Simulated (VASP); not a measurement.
Input for VASP

**KPOINTS**
```
Automatic mesh
0
Gamma
4 4 4
0 0 0
```

POSCAR:
```
SrCl2
7.11960
  0.0000000000   0.5000000000   0.5000000000
  0.5000000000   0.0000000000   0.5000000000
  0.5000000000   0.5000000000   0.0000000000
Sr Cl
1 2
Cartesian
  0.0000000000   0.0000000000   0.0000000000
  0.2500000000   0.2500000000   0.2500000000
  0.7500000000   0.7500000000   0.7500000000
```

INCAR:
```
SYSTEM=SrCl2
PREC=Accurate; ENCUT=400; LREAL=F
LASPH=T
EDIFF=1E-6; NELM=100; ALGO=Normal
LMAXMIX=4
ISMEAR=0; SIGMA=0.05
GGA=PE
ISIF=2
LWAVE=F; LCHARG=F
```

POTCAR, in this order: Sr_sv Cl (PBE.64 set). Program: vasp_std.

**Question.** Translate this PBE calculation to Ansatz.

**Answer.** One equivalent input (not run):
Ansatz 0.2 input:
```yaml
crystal:
  lattice:
    - [0.0000000, 3.5598000, 3.5598000]
    - [3.5598000, 0.0000000, 3.5598000]
    - [3.5598000, 3.5598000, 0.0000000]
  atoms:
    - { symbol: Sr, position: [0.0000000, 0.0000000, 0.0000000] }
    - { symbol: Cl, position: [0.2500000, 0.2500000, 0.2500000] }
    - { symbol: Cl, position: [0.7500000, 0.7500000, 0.7500000] }
kpoints:
  mp_grid: { grid: [4, 4, 4] }
hamiltonian:
  xc: pbe
  pseudopotentials: { kind: paw }
scf:
  occupations: { method: gaussian, width: 0.05 }
  max_iter: 100
output: { forces: true, stress: true, eigenvalues: true }
```
What does not carry over: each code has its own PAW files, so the cut-off isn't converted (ENCUT is set for VASP's; basis.ecutwfc is left out, and Ansatz then takes the one that its files recommend); Ansatz stops its SCF on the density residual and VASP on the energy change (EDIFF).

The compound is SrCl2 in the fluorite structure. The cell was not relaxed at this level.
